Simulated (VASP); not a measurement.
Input of a VASP 6.6.1 run:

Contents of INCAR:

```
SYSTEM = CrGa11As12
PREC = Accurate ; ENCUT = 350
EDIFF = 1E-5 ; ISMEAR = 0
SIGMA = 0.03 ; LREAL = Auto
LASPH = .True. ; NELM = 120
ALGO = Normal ; ISIF = 2
LWAVE = .False. ; LCHARG = .False.
ISPIN = 2 ; MAGMOM = 2 0 0 0 0 0 0 0 0 0 0 0 0 0 0 0 0 0 0 0 0 0 0 0
LORBIT = 11 ; NUPDOWN = 2
LMAXMIX = 4 ; LDAU = .True.
LDAUTYPE = 2 ; LDAUL = 2 -1 -1
LDAUU = 3 0 0 ; LDAUJ = 0 0 0
LDAUPRINT = 1 ; GGA = PS
IBRION = 2 ; NSW = 60
EDIFFG = -0.03 ; NELECT = 216.0
ISYM = 0 ; KPAR = 2
```

Contents of KPOINTS:

```
Automatic mesh
0
Gamma
  2 2 2
  0 0 0
```

The input POSCAR:

```
CrGa11As12
1.0
    0.0000000000      8.4805500000      8.4805500000
    5.6537000000      0.0000000000      5.6537000000
    5.6537000000      5.6537000000      0.0000000000
Cr Ga As
1 11 12
Direct
   -0.0012570000     -0.0011410000      0.0008630000
   -0.0005510000     -0.0023180000      0.5027240000
   -0.0007190000      0.5108560000     -0.0094390000
    0.0014300000      0.5026580000      0.4951550000
    0.3315600000     -0.0007080000     -0.0052810000
    0.3327130000     -0.0097170000      0.5016650000
    0.3325060000      0.5014560000     -0.0024810000
    0.3317590000      0.4991160000      0.5022640000
    0.6696860000      0.0041520000     -0.0087140000
    0.6667930000      0.0017770000      0.4996230000
    0.6686040000      0.5047850000     -0.0070880000
    0.6658820000      0.5009150000      0.4991700000
    0.0845360000      0.1262180000      0.1203600000
    0.0862310000      0.1226640000      0.6264160000
    0.0850840000      0.6214130000      0.1295650000
    0.0870140000      0.6228850000      0.6203420000
    0.4165460000      0.1260140000      0.1192030000
    0.4169950000      0.1249540000      0.6246500000
    0.4153830000      0.6283790000      0.1219150000
    0.4165120000      0.6305530000      0.6164520000
    0.7455760000      0.1320050000      0.1263590000
    0.7516780000      0.1210880000      0.6258890000
    0.7494620000      0.6259690000      0.1212740000
    0.7543240000      0.6133890000      0.6344460000
```

Potentials or basis: VASP PAW PBE potentials, release 64 (Cr_pv, Ga_d, As).

Command:

```sh
$ cat potpaw_PBE.64/Cr_pv/POTCAR potpaw_PBE.64/Ga_d/POTCAR potpaw_PBE.64/As/POTCAR > POTCAR
$ mpirun -np 4 vasp_std > vasp.out
```

Question: Predict the energy gained by relaxing.

Answer: 10.5 meV/atom.

Step by step:
| step | energy change (eV) | largest force (eV/Å) | pressure (GPa) |
| --- | --- | --- | --- |
| 1 | 0.0000 | 1.2739 | 4.08 |
| 2 | -0.2253 | 0.3320 | 3.92 |
| 3 | -0.2371 | 0.1985 | 3.88 |
| 4 | -0.2483 | 0.0874 | 3.86 |
| 5 | -0.2500 | 0.0668 | 3.87 |
| 6 | -0.2500 | 0.0659 | 3.88 |
| 7 | -0.2512 | 0.0389 | 3.87 |
| 8 | -0.2514 | 0.0376 | 3.87 |
| 9 | -0.2515 | 0.0568 | 3.87 |
| 10 | -0.2516 | 0.0462 | 3.87 |
| 11 | -0.2516 | 0.0510 | 3.87 |
| 12 | -0.2522 | 0.0292 | 3.87 |

Caveat: the k mesh is coarse (spacing up to 0.48 Å⁻¹), so the values aren't converged; the cell is charged against a uniform background, so pressure and absolute levels hang on convention; the cutoff is under 1.25 times the usual one of these potentials, so pressure, stress and relaxed cells hold a basis-set (Pulay) error; the PAW data sets were made with another functional, which shifts forces and pressure a little; the total moment is fixed, so each spin has its own Fermi level; only a ferromagnetic start was run, and an antiferromagnetic order may lie lower in energy; the U is typed as a test and isn't derived for this compound. The state reached can hang on the start; a lower one may exist.
